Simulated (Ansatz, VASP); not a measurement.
# Cross-check of Ge (Germanium) between VASP and Ansatz, part 2 of 2

Aim: how closely do two programs agree when they are given the same cell, functional and k mesh? Of the first pair: The two relaxations start from unlike cells of this crystal (the structure described is Ansatz's start), so only their ends are compared.

VASP 6.6.1 and Ansatz 0.2.0.

So far: The structure; VASP: relaxation of cell and atoms, LDA; Ansatz: relaxation of cell and atoms, LDA; Comparison.

### Step 5. VASP: relaxation of cell and atoms, PBE

Level of this step: PBE; plane waves and PAW (Ge_d) (VASP).

The relaxed volume is the usual yardstick between codes: in a stiff, nearly cubic crystal its relative difference is about their pressure difference at one cell divided by the bulk modulus.

Input file INCAR:

```
SYSTEM = Ge
PREC = Accurate
ENCUT = 500
EDIFF = 1E-07
NELM = 120
ISMEAR = 1
SIGMA = 0.2
LREAL = .FALSE.
ALGO = Normal
GGA = PE
NBANDS = 20
LORBIT = 11
LWAVE = .FALSE.
LCHARG = .FALSE.
ISIF = 3
IBRION = 2
NSW = 80
EDIFFG = -0.005
LASPH = .TRUE.
GGA_COMPAT = .FALSE.
NELMIN = 4
KPAR = 2
```

Input file POSCAR:

```
Ge
1.0
    0.0000000000      2.8782169326      2.8782169326
    2.8782169326      0.0000000000      2.8782169326
    2.8782169326      2.8782169326      0.0000000000
Ge
2
Direct
    0.0000000000      0.0000000000      0.0000000000
    0.2500000000      0.2500000000      0.2500000000
```

Input file KPOINTS:

```
Automatic mesh
0
Gamma
16 16 16
0 0 0
```

Potentials, in the order of the species: Ge_d (PBE family, release 64).

Command:

```console
$ mpirun -np 2 vasp_std
```

Numbers of over 12 decimals in the logs are rounded to 6 here.

Log:

```text
[banner, memory and clock lines left out]
running    2 mpi-ranks, on    1 nodes
[...]
LDA part: xc-table for (Slater+PW92), standard interpolation
 POSCAR, INCAR and KPOINTS ok, starting setup
[...]
entering main loop
       N       E                     dE             d eps       ncg     rms          rms(c)
DAV:   1     0.181171767024E+03    0.18117E+03   -0.14603E+04  6260   0.368E+03
DAV:   2     0.167596203978E+02   -0.16441E+03   -0.16036E+03  5824   0.600E+02
DAV:   3    -0.826960052266E+01   -0.25029E+02   -0.24868E+02  6532   0.145E+02
DAV:   4    -0.909399388650E+01   -0.82439E+00   -0.82386E+00  6560   0.307E+01
[...]
DAV:  10    -0.903661049443E+01   -0.28834E-04   -0.53274E-05  7392   0.735E-02    0.561E-03
DAV:  11    -0.903661263540E+01   -0.21410E-05   -0.71707E-06  7440   0.465E-02    0.156E-03
DAV:  12    -0.903661256454E+01    0.70858E-07   -0.48717E-07  6824   0.141E-02
   1 F= -.90366126E+01 E0= -.90366343E+01  d E =-.903661E+01
[...]
DAV:   2    -0.903668681437E+01    0.19575E-03   -0.25826E-04  7628   0.309E-01    0.478E-02
DAV:   3    -0.903662357594E+01    0.63238E-04   -0.10034E-04  7828   0.169E-01    0.113E-02
DAV:   4    -0.903661739416E+01    0.61818E-05   -0.11836E-05  7464   0.658E-02    0.250E-03
DAV:   5    -0.903661742055E+01   -0.26386E-07   -0.75154E-07  6284   0.157E-02
   2 F= -.90366174E+01 E0= -.90366379E+01  d E =-.485600E-05
 trial-energy change:   -0.000005  1 .order    0.000002   -0.000012    0.000016
 step:   0.7236(harm=  0.4314)  dis= 0.00000  next Energy=    -9.036619 (dE=-0.690E-05)
[...]
N       E                     dE             d eps       ncg     rms          rms(c)
DAV:   1    -0.903663755981E+01   -0.20166E-04   -0.26923E-04  7992   0.311E-01    0.265E-02
DAV:   2    -0.903662198613E+01    0.15574E-04   -0.19950E-05  7616   0.860E-02    0.132E-02
DAV:   3    -0.903661736954E+01    0.46166E-05   -0.76348E-06  7844   0.467E-02    0.313E-03
DAV:   4    -0.903661752621E+01   -0.15667E-06   -0.87809E-07  6744   0.180E-02    0.673E-04
DAV:   5    -0.903661749064E+01    0.35572E-07   -0.50474E-08  3160   0.424E-03
   3 F= -.90366175E+01 E0= -.90366383E+01  d E =-.492610E-05
[...]
reached required accuracy - stopping structural energy minimisation
```

Parts of OUTCAR (step 5):

```text
  Total        0.0056101      0.0056101      0.0056101     -0.0000000     -0.0000000     -0.0000000
  in kB        0.1883595      0.1883595      0.1883595     -0.0000000     -0.0000000     -0.0000000
  external PRESSURE =       0.1883595 kB  Pullay stress =       0.0000000 kB

 POSITION                                       TOTAL-FORCE (eV/Angst)
 -----------------------------------------------------------------------------------
      0.00000      0.00000      0.00000         0.000000      0.000000      0.000000
      1.43943      1.43943      1.43943        -0.000000     -0.000000     -0.000000
 -----------------------------------------------------------------------------------
    total drift:                                0.000000      0.000000      0.000000

  FREE ENERGIE OF THE ION-ELECTRON SYSTEM (eV)
  ---------------------------------------------------
  free  energy   TOTEN  =        -9.0366174906 eV

  energy  without entropy=       -9.0366799295  energy(sigma->0) =       -9.03663830

[... 2 parts as in an earlier step ...]

[... 2 further parts left out ...]
[key lines of the parts left out:]
E-fermi :   4.4908
```

### Step 6. Ansatz: relaxation of cell and atoms, PBE

Its own start cell and the same functional, mesh and smearing now go to Ansatz, which takes its cutoff from its data sets.

The two relaxations start from unlike cells of this crystal (the structure described is Ansatz's start), so only their ends are compared.

Input file input.yaml:

```yaml
crystal:
  lattice:
    - [0.0, 2.8378823614, 2.8378823614]
    - [2.8378823614, 0.0, 2.8378823614]
    - [2.8378823614, 2.8378823614, 0.0]
  atoms:
    - { symbol: Ge, position: [0.0, 0.0, 0.0] }
    - { symbol: Ge, position: [0.25, 0.25, 0.25] }
kpoints:
  mp_grid: { grid: [16, 16, 16] }
hamiltonian:
  xc: pbe
scf:
  occupations: { method: methfessel_paxton, width: 0.2 }
output:
  forces: true
  stress: true
  eigenvalues: true
  write_density: true
  write_potential: true
  elf: true
  volumetric_format: npy
relax:
  adjacent_minimum: "off"
  f_tol: 0.001
  max_steps: 60
  cell: { stress_tol: 0.01 }
```

Command:

```console
$ ansatz run input.yaml --threads 4 --pin off --max-ram 16384MiB --backend cpu --events-out ev --progress --plain --runs-dir out
```

Log:

```text
[...]
Crystal: 2 atoms, lattice volume = 45.710 Å³
Basis set: ecut = 420 eV, 893 PW (Γ), exchange–correlation on 54×54×54 points (8 copies of the dense FFT grid, shifted against one another)
Bands: 18, of which v1, the nominal top of the filled ones, is band 14 counted from 1 (13 counted from 0)
Symmetry: 48 space group operations
[...]
k-points: 145 of 4096
[...]
k-point 144: bands = [... 10 lower, -0.7322, -0.7322, 4.2228, 4.2228, 11.9780, 11.9780, 12.5519, 12.5519]
--- Relaxed structure (4 steps of the walk, 4 accepted, 1 SCFs on fresh bases) ---
[...]
cell:  # Å, volume = 47.8031 Å³
    - [0, 2.880550, 2.880550]
    - [2.880550, 0, 2.880550]
    - [2.880550, 2.880550, 0]
  atoms:
    - { symbol: Ge, position: [0, 0, 0] }
    - { symbol: Ge, position: [0.250000, 0.250000, 0.250000] }
[key lines of the parts left out:]
SCF converged after 10 iterations
Free energy (F): -8589.968115 eV
Fermi energy:    7.869147 eV
P = ⅓ Tr σ = 0.0057 GPa (0.057 kbar)
```

### Step 7. Comparison

Compared:

```
                                         quantity  Ansatz   VASP  difference
                                      volume (Å³)   47.80  47.72     +0.18 %
edge a after relaxation, in the typed setting (Å)   4.074  4.071     +0.06 %
```

### Step 8. VASP: zone-centre phonons, LDA

Second derivatives magnify differences that forces hide, and they need a tight electronic threshold.

Input file INCAR:

```
SYSTEM = Ge
PREC = Accurate
ENCUT = 500
EDIFF = 1E-08
NELM = 120
ISMEAR = 1
SIGMA = 0.2
LREAL = .FALSE.
ALGO = Normal
GGA = CA
NBANDS = 20
LORBIT = 11
LWAVE = .FALSE.
LCHARG = .FALSE.
ISIF = 2
IBRION = 8
LASPH = .TRUE.
GGA_COMPAT = .FALSE.
KPAR = 2
```

Input file POSCAR:

```
Ge
1.0
    0.0000000000      2.8110178830      2.8110178830
    2.8110178830      0.0000000000      2.8110178830
    2.8110178830      2.8110178830      0.0000000000
Ge
2
Direct
    0.0000000000      0.0000000000      0.0000000000
    0.2500000000      0.2500000000      0.2500000000
```

KPOINTS is that of step 5.

The projector-augmented-wave data sets are Ge_d (LDA family, release 64).

Command:

```console
$ mpirun -np 2 vasp_std
```

Log:

```text
[... set-up lines as in an earlier step ...]
 entering main loop
       N       E                     dE             d eps       ncg     rms          rms(c)
DAV:   1     0.179367337956E+03    0.17937E+03   -0.14605E+04  6160   0.370E+03
DAV:   2     0.145663512665E+02   -0.16480E+03   -0.16052E+03  5804   0.588E+02
DAV:   3    -0.977790476552E+01   -0.24344E+02   -0.24156E+02  6532   0.143E+02
DAV:   4    -0.105612841490E+02   -0.78338E+00   -0.78249E+00  6520   0.300E+01
[...]
DAV:  11    -0.103918292239E+02    0.30434E-06   -0.11793E-06  6296   0.852E-03    0.167E-03
DAV:  12    -0.103918292380E+02   -0.14131E-07   -0.49326E-08  7092   0.326E-03    0.348E-04
DAV:  13    -0.103918292381E+02   -0.31832E-10   -0.32723E-09  4068   0.693E-04
   1 F= -.10391829E+02 E0= -.10391889E+02  d E =0.179172E-03
 Linear response reoptimize wavefunctions to high precision
DAV:   1    -0.103918292381E+02   -0.17280E-10   -0.85886E-10  3784   0.478E-04
 Linear response DOF=           1
 Linear response progress:
  Degree of freedom:   1/  1
       N       E                     dE             d eps       ncg     rms          rms(c)
RMM:   1    -0.188075212590E+00   -0.18808E+00    0.85606E+00 30211   0.449E+01
RMM:   2    -0.195572616623E+00   -0.74974E-02   -0.13682E-02 40306   0.111E+00    0.759E-02
RMM:   3    -0.195636431768E+00   -0.63815E-04   -0.96350E-04 42811   0.320E-01    0.436E-02
RMM:   4    -0.195589511957E+00    0.46920E-04   -0.69457E-05 45511   0.821E-02    0.471E-03
[...]
RMM:  12    -0.195604340662E+00   -0.17110E-07   -0.11726E-08 55071   0.543E-05    0.159E-06
RMM:  13    -0.195604354898E+00   -0.14236E-07    0.20223E-09 58653   0.440E-05    0.172E-07
RMM:  14    -0.195604354290E+00    0.60763E-09    0.45195E-09 58903   0.386E-05    0.183E-07
 first order change of Fermi-energy   0.71221E-04
 force on displaced ion       1 direction 1 : -11.365  -0.000  -0.000
 Linear response finished
```

OUTCAR, selected parts (step 8):

```text
  Total        0.0193210      0.0193210      0.0193210      0.0000000      0.0000000     -0.0000000
  in kB        0.6968183      0.6968183      0.6968183      0.0000000      0.0000000     -0.0000000
  external PRESSURE =       0.6968183 kB  Pullay stress =       0.0000000 kB

 POSITION                                       TOTAL-FORCE (eV/Angst)
 -----------------------------------------------------------------------------------
      0.00000      0.00000      0.00000         0.000000      0.000000     -0.000000
      1.40551      1.40551      1.40551        -0.000000     -0.000000      0.000000
 -----------------------------------------------------------------------------------
    total drift:                                0.000000      0.000000      0.000000

[... 1 part as in an earlier step ...]

[... 1 further part left out ...]
```

### Step 9. Ansatz: zone-centre phonons, LDA

The same cell, functional (in two slightly different forms), mesh and smearing now go to Ansatz, which takes its cutoff from its data sets.

The cell is taken from a series of runs on this material, whose earlier steps may have relaxed, scaled, displaced or heated it; both programs get it as it stands.

input.yaml, the sections that differ from step 6:

```yaml
crystal:
  lattice:
    - [0.0, 2.811017883, 2.811017883]
    - [2.811017883, 0.0, 2.811017883]
    - [2.811017883, 2.811017883, 0.0]
  atoms:
    - { symbol: Ge, position: [0.0, 0.0, 0.0] }
    - { symbol: Ge, position: [0.25, 0.25, 0.25] }
hamiltonian:
  xc: lda
output:
  eigenvalues: true
phonons:
  method: dfpt
# kpoints, scf: as in step 6
# relax: removed
```

Command:

```console
$ ansatz run input.yaml --threads 4 --pin off --max-ram 16384MiB --backend cpu --events-out ev --progress --plain --runs-dir out
```

Log:

```text
zone centre: on kpoints.mp_grid the ground state, and the responses unless they are solved on pairs of k-points, stand on 349 of the mesh's 4096 k-points, reduced under 8 symmetry operations, with k and −k counted as one. Each operation leaves every solved displacement unchanged or reverses it
[...]
Crystal: 2 atoms, lattice volume = 44.424 Å³
[...]
k mesh reduced under 8 symmetry operations, with k and −k counted as one. Each operation leaves every solved displacement unchanged or reverses it
  ASR residual: 8.078e-6 → 0.000e0 eV/Å²; symmetrization residual: 7.834e-13 eV/Å²
  ASR residual per site (eV/Å²): 8.08e-6 8.08e-6
  Γ frequencies (cm⁻¹): 0.00 0.00 0.00 289.37 289.37 289.37
  non-analytic LO–TO correction: not included (Born effective charges unavailable; polar crystals: no LO–TO splitting at Γ)
[key lines of the parts left out:]
SCF converged after 10 iterations
Free energy (F): -8431.440278 eV
Fermi energy:    8.540132 eV
```

### Step 10. Side by side

Both answers:

```
                  quantity  Ansatz   VASP  difference
optical mode 1 to 3 (cm⁻¹)   289.4  291.8     -0.82 %
```

Modes are paired by rising frequency, not by their patterns, so a pair may set unlike modes beside each other; they are those without the splitting of longitudinal modes.

### Step 11. What came out

| Item | Value |
| --- | --- |
| difference in volume (relaxation of cell and atoms, LDA) | -0.071 % |
| difference in volume (relaxation of cell and atoms, PBE) | 0.18 % |
| r.m.s. difference of the optical zone-centre modes, each program's sorted by frequency (zone-centre phonons, LDA) | 2.4 cm⁻¹ |
| difference in optical mode 1 to 3 (zone-centre phonons, LDA) | -0.8 % |

What this shows: The difference in volume is 0.18 % (relaxation of cell and atoms, PBE), within the 1.2 % picked in this series as the mark of a large difference, as far as the stopping tolerances let one tell. Among the rows given in per cent, the largest difference of the zone-centre phonons, LDA pair is in optical mode 1 to 3, -0.8 %. How closely two codes agree says nothing of how well the functional describes the real material.

[Lines on the potential files, build, host, timing and source positions are cut from VASP's logs without a mark.]

[Logs are printed without paths, hosts, clocks, repeated set-up lines and the standing remarks that a program may print on its own settings, such as how far it seeks lower states.]

[Hosts, paths, dates, database ids (printed as entryN), source tags and the programs' standing remarks are cut or masked in the printed files.]
